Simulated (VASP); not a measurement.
Given:

```xyz
2
Lattice="0.0000 2.1805 2.1805 2.1805 0.0000 2.1805 2.1805 2.1805 0.0000" Properties=species:S:1:pos:R:3 pbc="T T T"
Al     0.0000     0.0000     0.0000
N      1.0902     1.0902     1.0902
```

Method: SCAN meta-GGA, VASP's PBE PAW potentials (set 64) (plane waves; VASP 6.6.1). Run with 520 eV cut-off, 10×10×10 Γ-centred mesh, Gaussian smearing of 0.050 eV, potentials Al N.

The job: AlN (zinc blende), 2 atoms, SCAN, static run, 520 eV, 10×10×10 Γ-centred mesh. Roughly how much core time does it take on a busy server core?

About 40 core-seconds (one run on a shared machine, a rough figure). It had 47 irreducible k-points, 8 bands, up to 568 plane waves and 21 electronic steps.

The compound is AlN in the zinc blende structure, a metastable form; wurtzite is the usual one. It was relaxed first.
